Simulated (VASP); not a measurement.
Calculation: PBE GGA, VASP's PBE PAW potentials (set 64) (plane waves; VASP).

The input files of a VASP run:

**KPOINTS**
```
kpoints
0
G
16 16 16
```

**POSCAR**
```
Fe
1.0
 -1.4168655204   1.4168655204   1.4168655204
  1.4168655204  -1.4168655204   1.4168655204
  1.4168655204   1.4168655204  -1.4168655204
Fe
1
Cart
  0.0000000000   0.0000000000   0.0000000000
```

### INCAR
```
LASPH=.TRUE.   # aspherical one-centre terms
ENCUT=480   # plane-wave cut-off (eV)
LMAXMIX=4
ISIF=3   # ions, shape and volume
LORBIT=10
IBRION=2   # conjugate gradients
SYSTEM=Fe
PREC=Accurate
EDIFF=1E-6
ISPIN=2
SIGMA=0.1
NSW=60   # most ionic steps
NELM=100   # most electronic steps
LREAL=.FALSE.   # projection in real space or not
GGA=PE   # PBE
MAGMOM=2.2
LCHARG=.FALSE.
ISMEAR=1   # Methfessel-Paxton
ALGO=Normal
EDIFFG=-0.01   # ionic stop
LWAVE=.FALSE.
```

POTCAR, in this order: Fe (PBE.64 set). Program: vasp_std.

The resulting files:

**OSZICAR**
```
       N       E                     dE             d eps       ncg     rms          rms(c)
DAV:   1     0.148394500775E+02    0.14839E+02   -0.39584E+03  5396   0.102E+03
DAV:   2    -0.899939181616E+01   -0.23839E+02   -0.22542E+02  5284   0.124E+02
DAV:   3    -0.928091320496E+01   -0.28152E+00   -0.28084E+00  5977   0.189E+01
DAV:   4    -0.928225596034E+01   -0.13428E-02   -0.13426E-02  5737   0.121E+00
DAV:   5    -0.928226841499E+01   -0.12455E-04   -0.12454E-04  5683   0.100E-01    0.113E+01
DAV:   6    -0.832476096225E+01    0.95751E+00   -0.13341E+01  5519   0.584E+01    0.550E+00
DAV:   7    -0.825118936230E+01    0.73572E-01   -0.85211E-01  5516   0.143E+01    0.324E+00
DAV:   8    -0.824622231431E+01    0.49670E-02   -0.87507E-03  6455   0.808E-01    0.149E+00
DAV:   9    -0.824021303924E+01    0.60093E-02   -0.10952E-02  6573   0.924E-01    0.402E-01
DAV:  10    -0.824012186200E+01    0.91177E-04   -0.32471E-04  5446   0.292E-01    0.115E-01
DAV:  11    -0.824018356223E+01   -0.61700E-04   -0.40155E-04  5913   0.253E-01    0.408E-02
DAV:  12    -0.824018846940E+01   -0.49072E-05   -0.97684E-06  5368   0.503E-02    0.100E-02
DAV:  13    -0.824018847429E+01   -0.48931E-08   -0.54634E-07  2864   0.102E-02
   1 F= -.82401885E+01 E0= -.82402367E+01  d E =-.824019E+01  mag=     2.2208
```

**OUTCAR**
```
------------------------ aborting loop because EDIFF is reached ----------------------------------------
  FORCE on cell =-STRESS in cart. coord.  units (eV):
  Direction    XX          YY          ZZ          XY          YZ          ZX
  --------------------------------------------------------------------------------------
  Total       -0.0034901     -0.0034901     -0.0034901     -0.0000000     -0.0000000      0.0000000
  in kB       -0.4914770     -0.4914770     -0.4914770     -0.0000000     -0.0000000      0.0000000
  external PRESSURE =      -0.4914770 kB  Pullay stress =       0.0000000 kB
  volume of cell :       11.38
      direct lattice vectors                 reciprocal lattice vectors
    -1.416865520  1.416865520  1.416865520     0.000000000  0.352891642  0.352891642
     1.416865520 -1.416865520  1.416865520     0.352891642  0.000000000  0.352891642
     1.416865520  1.416865520 -1.416865520     0.352891642  0.352891642  0.000000000
 POSITION                                       TOTAL-FORCE (eV/Angst)
 -----------------------------------------------------------------------------------
      0.00000      0.00000      0.00000         0.000000      0.000000      0.000000
 -----------------------------------------------------------------------------------
    total drift:                                0.000000     -0.000000      0.000000
  FREE ENERGIE OF THE ION-ELECTRON SYSTEM (eV)
  ---------------------------------------------------
  free  energy   TOTEN  =        -8.2401884743 eV

  energy  without entropy=       -8.2403330245  energy(sigma->0) =       -8.24023666

 total charge

# of ion       s       p       d       tot
------------------------------------------
    1        0.486   0.540   6.239   7.265

 magnetization (x)

# of ion       s       p       d       tot
------------------------------------------
    1       -0.014  -0.054   2.285   2.217

 reached required accuracy - stopping structural energy minimisation
```
(Selected blocks of OUTCAR.)

The compound is Fe in the bcc structure. It was relaxed first. The start is the result of an earlier pass.
